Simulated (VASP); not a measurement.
# A point defect in InAg2HgF6

Aim: the formation energy and local structure of a point defect in InAg2HgF6. The cell takes the structure of Cs2InHgF6 from the Materials Project database, with elements swapped. The cell is invented: it takes the structure of a Materials Project entry for Cs2InHgF6 (space group 225 there), with some of its atoms replaced by other elements, volume scaled by an estimate. It may not be a known or stable phase.

Program: VASP 6.6.1. Level of theory: r2SCAN; plane waves and PAW (Hg, In, Ag, F). Results are calculated unless marked as measured.

### Step 1. The host crystal

Symmetry: Fm-3m, No. 225, cubic system. Conventional cell: a = 8.402 Å, b = 8.402 Å, c = 8.402 Å, α = 90.00°, β = 90.00°, γ = 90.00°. Nearest to Hg lie 6 F at 2.31 Å. In has 6 F at 1.89 Å nearest. Nearest to Ag lie 12 F at 2.98 Å. Nearest to F lie 1 In at 1.89 Å and 1 Hg at 2.31 Å. It derives from Cs2InHgF6. It takes the structure of a Materials Project entry for Cs2InHgF6 (space group 225 there), with some of its atoms replaced by other elements, volume scaled by an estimate. Farther neighbours and most contacts between anions are not listed.

Structure file:

```xyz
10
Lattice="0.0000 4.2011 4.2011 4.2011 0.0000 4.2011 4.2011 4.2011 0.0000" Properties=species:S:1:pos:R:3 pbc="T T T"
Hg    4.2011    4.2011    4.2011
In    0.0000    0.0000    0.0000
Ag    6.3016    6.3016    6.3016
Ag    2.1005    2.1005    2.1005
F     1.8934    4.2011    4.2011
F     4.2011    4.2011    1.8934
F     6.5087    4.2011    4.2011
F     4.2011    1.8934    4.2011
F     4.2011    6.5087    4.2011
F     4.2011    4.2011    6.5087
```

### Step 2. The host at zero pressure

The later steps need the crystal at this functional's own lattice; a raised cutoff keeps the stress reliable while the cell changes.

Contents of INCAR:

```
SYSTEM = InAg2HgF6
PREC = Normal
ENCUT = 520
EDIFF = 1E-05
NELM = 120
ISMEAR = 0
SIGMA = 0.05
LREAL = Auto
ALGO = Normal
METAGGA = R2SCAN
LASPH = .TRUE.
NBANDS = 49
LORBIT = 11
LWAVE = .FALSE.
LCHARG = .FALSE.
IBRION = 2
NSW = 40
ISIF = 3
EDIFFG = -0.03
POTIM = 0.4
```

Contents of POSCAR:

```
InAg2HgF6
1.0
    0.0000000000      4.2010570000      4.2010570000
    4.2010570000      0.0000000000      4.2010570000
    4.2010570000      4.2010570000      0.0000000000
Hg In Ag F
1 1 2 6
Direct
    0.5000000000      0.5000000000      0.5000000000
    0.0000000000      0.0000000000      0.0000000000
    0.7500000000      0.7500000000      0.7500000000
    0.2500000000      0.2500000000      0.2500000000
    0.7746488500      0.2253511500      0.2253511500
    0.2253511500      0.2253511500      0.7746488500
    0.2253511500      0.7746488500      0.7746488500
    0.2253511500      0.7746488500      0.2253511500
    0.7746488500      0.2253511500      0.7746488500
    0.7746488500      0.7746488500      0.2253511500
```

Contents of KPOINTS:

```
Automatic mesh
0
Gamma
3 3 3
0 0 0
```

Potentials, in the order of the species: Hg, In, Ag and F (PBE family, release 64).

On the command line:

```
$ export OMP_NUM_THREADS=5
$ mpirun -np 1 vasp_std
```

Output:

```text
[banner, memory and clock lines left out]
running    1 mpi-ranks, on    1 nodes
 distrk:  each k-point on    1 cores,    1 groups
 distr:  one band on    1 cores,    1 groups
 Offloading initialized ...    1 GPUs detected
 POSCAR found type information on POSCAR HgInAgF
 POSCAR found :  4 types and      10 ions
|                                                                             |
|               ----> ADVICE to this user running VASP <----                  |
|                                                                             |
|     You enforced a specific xc type in the INCAR file but a different       |
|     [... a line on the potential file left out ...]
|     I HOPE YOU KNOW WHAT YOU ARE DOING!                                     |
|                                                                             |

 LDA part: xc-table for (None), standard interpolation
 POSCAR, INCAR and KPOINTS ok, starting setup
 FFT: planning ... GRIDC
 FFT: planning ... GRID_SOFT
 FFT: planning ... GRID
 WAVECAR not read
 entering main loop
       N       E                     dE             d eps       ncg     rms          rms(c)
DAV:   1     0.550464223321E+03    0.55046E+03   -0.43347E+04   392   0.159E+03
DAV:   2    -0.127895777974E+03   -0.67836E+03   -0.63435E+03   430   0.396E+02
DAV:   3    -0.175432065198E+03   -0.47536E+02   -0.47095E+02   445   0.111E+02
DAV:   4    -0.175947209665E+03   -0.51514E+00   -0.51391E+00   432   0.119E+01
DAV:   5    -0.175953054770E+03   -0.58451E-02   -0.58345E-02   424   0.126E+00    0.217E+01
DAV:   6    -0.146795416103E+03    0.29158E+02   -0.21222E+01   429   0.311E+01    0.162E+01
DAV:   7    -0.146583628085E+03    0.21179E+00   -0.34414E+00   436   0.101E+01    0.964E+00
DAV:   8    -0.146576011759E+03    0.76163E-02   -0.30120E-01   421   0.533E+00    0.291E+00
DAV:   9    -0.146566491878E+03    0.95199E-02   -0.65839E-02   431   0.187E+00    0.667E-01
DAV:  10    -0.146568761708E+03   -0.22698E-02   -0.19321E-02   396   0.822E-01    0.347E-01
DAV:  11    -0.146568303639E+03    0.45807E-03   -0.62270E-03   438   0.526E-01    0.150E-01
DAV:  12    -0.146568174341E+03    0.12930E-03   -0.44110E-04   398   0.114E-01    0.703E-02
DAV:  13    -0.146568186833E+03   -0.12492E-04   -0.11157E-04   412   0.765E-02    0.217E-02
DAV:  14    -0.146568189288E+03   -0.24556E-05   -0.22337E-05   229   0.259E-02
   1 F= -.14656819E+03 E0= -.14656569E+03  d E =-.146568E+03
 curvature:   0.00 expect dE= 0.000E+00 dE for cont linesearch  0.000E+00
 trial: gam= 0.00000 g(F)=  0.607E+01 g(S)=  0.550E+01 ort = 0.000E+00 (trialstep = 0.100E+01)
 search vector abs. value=  0.116E+02
 bond charge predicted
       N       E                     dE             d eps       ncg     rms          rms(c)
DAV:   1    -0.175930818910E+03   -0.29363E+02   -0.27602E+03   392   0.313E+02    0.849E+01
DAV:   2    -0.151847741765E+03    0.24083E+02   -0.13839E+02   432   0.690E+01    0.259E+01
DAV:   3    -0.148969650953E+03    0.28781E+01   -0.89530E+00   394   0.163E+01    0.194E+01
DAV:   4    -0.148251526570E+03    0.71812E+00   -0.11379E+00   469   0.123E+01    0.115E+01
DAV:   5    -0.148128731153E+03    0.12280E+00   -0.43076E-01   418   0.422E+00    0.271E+00
DAV:   6    -0.148112919848E+03    0.15811E-01   -0.11075E-01   412   0.302E+00    0.427E-01
DAV:   7    -0.148113791664E+03   -0.87182E-03   -0.89485E-03   411   0.528E-01    0.197E-01
DAV:   8    -0.148113942864E+03   -0.15120E-03   -0.14059E-03   477   0.302E-01    0.107E-01
DAV:   9    -0.148113950374E+03   -0.75100E-05   -0.53261E-04   442   0.197E-01    0.527E-02
DAV:  10    -0.148113951812E+03   -0.14379E-05   -0.47668E-05   381   0.643E-02
   2 F= -.14811395E+03 E0= -.14811146E+03  d E =-.154576E+01
[...]
3 F= -.14930601E+03 E0= -.14930351E+03  d E =-.273782E+01
[...]
4 F= -.14930823E+03 E0= -.14930573E+03  d E =-.274004E+01
 curvature:  -0.26 expect dE=-0.173E-03 dE for cont linesearch -0.138E-03
 ZBRENT: interpolating
 opt :   0.5110  next Energy=  -149.308422 (dE=-0.274E+01)
 bond charge predicted
       N       E                     dE             d eps       ncg     rms          rms(c)
DAV:   1    -0.149313573129E+03   -0.53451E-02   -0.30842E-01   394   0.338E+00    0.611E-01
DAV:   2    -0.149308673737E+03    0.48994E-02   -0.23161E-02   446   0.821E-01    0.118E-01
DAV:   3    -0.149308412045E+03    0.26169E-03   -0.76201E-04   402   0.254E-01    0.960E-02
DAV:   4    -0.149308382191E+03    0.29855E-04   -0.13334E-04   460   0.849E-02    0.745E-02
DAV:   5    -0.149308382821E+03   -0.63011E-06   -0.50722E-05   410   0.650E-02
   5 F= -.14930838E+03 E0= -.14930589E+03  d E =-.274019E+01
 curvature:  -0.37 expect dE=-0.257E-03 dE for cont linesearch -0.167E-03
 trial: gam=-0.00621 g(F)=  0.218E-04 g(S)=  0.677E-03 ort = 0.725E-01 (trialstep = 0.902E+00)
 search vector abs. value=  0.244E-03
 reached required accuracy - stopping structural energy minimisation
```

It took 3 min on 1 × NVIDIA H100 80GB HBM3, 81559 MiB with 1 MPI rank of AMD EPYC 7R13 (Zen 3), card shared with another run, shared host; peak memory 1.7 GiB.

Lines that name or quote the potential files are left out of all logs, and their timing lines are given in words.

Parts of OUTCAR (step 2):

```text
ion  position               nearest neighbor table
   1  0.500  0.500  0.500-   5 2.31   6 2.31   7 2.31   8 2.31   9 2.31  10 2.31   3 3.64   4 3.64
                             4 3.64   4 3.64   4 3.64   3 3.64   3 3.64   3 3.64
   2  0.000  0.000  0.000-   5 1.89   6 1.89   7 1.89   8 1.89   9 1.89  10 1.89   3 3.64   4 3.64
                             3 3.64   3 3.64   3 3.64   4 3.64   4 3.64   4 3.64
   3  0.750  0.750  0.750-   1 3.64   2 3.64   1 3.64   1 3.64   1 3.64   2 3.64   2 3.64   2 3.64

  LATTYP: Found a face centered cubic cell.
 ALAT       =     8.4021140000

 Subroutine GETGRP returns: Found 48 space group operations
 (whereof 48 operations were pure point group operations)

The static configuration has the point symmetry O_h .

 Found      4 irreducible k-points:

   k-points           NKPTS =      4   k-points in BZ     NKDIM =      4   number of bands    NBANDS=     49

   dimension x,y,z NGX =    36 NGY =   36 NGZ =   36
   dimension x,y,z NGXF=    72 NGYF=   72 NGZF=   72

   ENCUT  =  520.0 eV  38.22 Ry    6.18 a.u.  11.05 11.05 11.05*2*pi/ulx,y,z

   NELECT =      79.0000    total number of electrons

 k-points in reciprocal lattice and weights: Automatic mesh
   0.00000000  0.00000000  0.00000000       0.037
   0.33333333  0.00000000  0.00000000       0.296
   0.33333333  0.33333333  0.00000000       0.222
  -0.33333333  0.33333333  0.00000000       0.444

 average (electrostatic) potential at core
       1 -45.5915       2 -43.8191       3 -80.8698       4 -80.8698       5 -81.9797
       6 -81.9797       7 -81.9797       8 -81.9797       9 -81.9797      10 -81.9797

 E-fermi :   2.2782

 k-point     1 :       0.0000    0.0000    0.0000
  band No.  band energies     occupation
    ...
     36      -1.1915      2.00000
     37      -1.1915      2.00000
     38      -0.7780      2.00000
     39      -0.7780      2.00000
     40       0.5654      2.00000
     41       3.9726      0.00000
     42       4.2498      0.00000
     43       7.6275      0.00000
     44       8.5568      0.00000
     45       8.5569      0.00000
    ...

 k-point     2 :       0.3333    0.0000    0.0000
  band No.  band energies     occupation
    ...
     36      -1.1238      2.00000
     37      -1.1238      2.00000
     38      -1.0880      2.00000
     39      -1.0880      2.00000
     40       1.8580      2.00000
     41       3.8216      0.00000
     42       4.5270      0.00000
     43       6.0663      0.00000
     44       8.1415      0.00000
     45       8.1416      0.00000
    ...

 k-point     3 :       0.3333    0.3333    0.0000
  band No.  band energies     occupation
    ...
     36      -1.0849      2.00000
     37      -1.0793      2.00000
     38      -1.0793      2.00000
     39      -0.7781      2.00000
     40       2.2544      1.50000
     41       4.1801      0.00000
     42       4.3406      0.00000
     43       6.5219      0.00000
     44       6.9758      0.00000
     45       6.9759      0.00000
    ...

  Total        0.2418036      0.2418036      0.2418036      0.0000000     -0.0000000     -0.0000000
  in kB        2.3027943      2.3027943      2.3027943      0.0000000     -0.0000000     -0.0000000
  external PRESSURE =       2.3027943 kB  Pullay stress =       0.0000000 kB

  energy-cutoff  :      520.00
  volume of cell :      168.24
      direct lattice vectors                 reciprocal lattice vectors
    -0.000000000  4.381566654  4.381566654    -0.114114434  0.114114434  0.114114434
     4.381566654 -0.000000000  4.381566654     0.114114434 -0.114114434  0.114114434
     4.381566654  4.381566654 -0.000000000     0.114114434  0.114114434 -0.114114434

 POSITION                                       TOTAL-FORCE (eV/Angst)
 -----------------------------------------------------------------------------------
      4.38157      4.38157      4.38157         0.000000     -0.000000     -0.000000
      0.00000      0.00000      0.00000         0.000000     -0.000000     -0.000000
      6.57235      6.57235      6.57235         0.000000     -0.000000     -0.000000
      2.19078      2.19078      2.19078        -0.000000     -0.000000     -0.000000
      2.08770      4.38157      4.38157         0.009713     -0.000000     -0.000000
      4.38157      4.38157      2.08770         0.000000     -0.000000      0.009713
      6.67543      4.38157      4.38157        -0.009713     -0.000000     -0.000000
      4.38157      2.08770      4.38157         0.000000      0.009713     -0.000000
      4.38157      6.67543      4.38157         0.000000     -0.009713     -0.000000
      4.38157      4.38157      6.67543         0.000000     -0.000000     -0.009713
 -----------------------------------------------------------------------------------
    total drift:                                0.000000      0.000000     -0.000000

  FREE ENERGIE OF THE ION-ELECTRON SYSTEM (eV)
  ---------------------------------------------------
  free  energy   TOTEN  =      -149.3083828208 eV

  energy  without entropy=     -149.3033894437  energy(sigma->0) =     -149.30588613

 reached required accuracy - stopping structural energy minimisation

 total charge
# of ion       s       p       d       tot
------------------------------------------
    1        0.447   0.221   9.582  10.250
    2        0.874   1.317   0.645   2.836
    3        0.143   0.029   9.403   9.574
    4        0.143   0.029   9.403   9.574
    5        1.756   4.340   0.000   6.097
    6        1.756   4.340   0.000   6.097
    7        1.756   4.340   0.000   6.097
    8        1.756   4.340   0.000   6.097
    9        1.756   4.340   0.000   6.097
   10        1.756   4.340   0.000   6.097
--------------------------------------------------
tot         12.145  27.636  29.033  68.814

[... 1 further part left out ...]
```

CONTCAR:

```
InAg2HgF6
    1.000000000000000
    -0.0000000000000000    4.3815666542604550    4.3815666542604550
     4.3815666542604550   -0.0000000000000000    4.3815666542604550
     4.3815666542604550    4.3815666542604550   -0.0000000000000000
  Hg              In              Ag              F
     1     1     2     6
Direct
     0.5000000000000000    0.5000000000000000    0.5000000000000000
     0.0000000000000000    0.0000000000000000    0.0000000000000000
     0.7500000000000000    0.7500000000000000    0.7500000000000000
     0.2500000000000000    0.2500000000000000    0.2500000000000000
     0.7617627479066725    0.2382372520933276    0.2382372520933276
     0.2382372520933276    0.2382372520933276    0.7617627479066725
     0.2382372520933276    0.7617627479066725    0.7617627479066725
     0.2382372520933276    0.7617627479066725    0.2382372520933276
     0.7617627479066725    0.2382372520933276    0.7617627479066725
     0.7617627479066725    0.7617627479066725    0.2382372520933276
```

This run has no spin polarisation. Its electron count is odd, so without a moment it is a metal by construction. The k-mesh is coarse for a metal. The PAW data sets were made with PBE, which is usual practice but a small mismatch for other functionals. After so large a change of volume the plane waves of the start cell no longer fit, so the final stress carries a basis-set error. The data set In keeps the semicore shell frozen, which is cheaper and a little less accurate. The run keeps the 48 symmetry operations of its start, so it cannot find a distortion of lower symmetry.

Step by step:

```
step  energy less that of the first step (eV)  largest force (eV/Å)  pressure (GPa)  volume (Å³)
   1                                   0.0000                5.1179           23.54       148.29
   2                                  -1.5458                1.4724           -8.83       188.93
   3                                  -2.7378                0.1250           -0.45       169.16
   4                                  -2.7400                0.0512           -0.07       168.66
   5                                  -2.7402                0.0097            0.23       168.24
```

```
conventional cell, symmetrised  before  after   change
                         a (Å)   8.402  8.763   +4.3 %
                         b (Å)   8.402  8.763   +4.3 %
                         c (Å)   8.402  8.763   +4.3 %
              volume (Å³/atom)   14.83  16.82  +13.5 %
```

The atoms that moved most (Å, as changes of fractional coordinates times the final cell):

```
atom      dx      dy      dz  length
  F8   0.000   0.113   0.000   0.113
  F7  -0.113   0.000   0.000   0.113
  F6   0.000   0.000   0.113   0.113
  F5   0.113   0.000   0.000   0.113
 F10   0.000   0.000  -0.113   0.113
  F9   0.000  -0.113   0.000   0.113
```

Final coordinates:

```cif
data_structure
_symmetry_space_group_name_H-M 'P 1'
_symmetry_Int_Tables_number 1
_cell_length_a 6.1965
_cell_length_b 6.1965
_cell_length_c 6.1965
_cell_angle_alpha 60.000
_cell_angle_beta 60.000
_cell_angle_gamma 60.000
_cell_volume 168.24
loop_
_atom_site_label
_atom_site_type_symbol
_atom_site_fract_x
_atom_site_fract_y
_atom_site_fract_z
_atom_site_occupancy
Hg1 Hg 0.50000 0.50000 0.50000 1
In2 In 0.00000 0.00000 0.00000 1
Ag3 Ag 0.75000 0.75000 0.75000 1
Ag4 Ag 0.25000 0.25000 0.25000 1
F5 F 0.76176 0.23824 0.23824 1
F6 F 0.23824 0.23824 0.76176 1
F7 F 0.23824 0.76176 0.76176 1
F8 F 0.23824 0.76176 0.23824 1
F9 F 0.76176 0.23824 0.76176 1
F10 F 0.76176 0.76176 0.23824 1
```

This step gave:

```yaml
electronic_cycles: 45
electrons: 79
free_energy_toten: -149.3084 eV
energy_at_zero_smearing: -149.3059 eV
fermi_energy: 2.278 eV
labelled_metallic_from_the_levels_on_this_mesh: yes
```

The run ended after 5 ionic steps, 2.740 eV below its first step, once forces and stress met EDIFFG = -0.03.

(Part 1 of 5 ends here.)

[Lines on the potential files, build, host, timing and source positions are cut from VASP's logs without a mark.]

[Logs are printed without paths, hosts, clocks, repeated set-up lines and the standing remarks that a program may print on its own settings, such as how far it seeks lower states.]

[Hosts, paths, dates, database ids (printed as entryN), source tags and the programs' standing remarks are cut or masked in the printed files.]

[In band tables of VASP the shares of atoms and orbitals are scaled to a sum of 1 inside the atoms' spheres.]

[Runs that stopped without an error message from VASP are left out.]
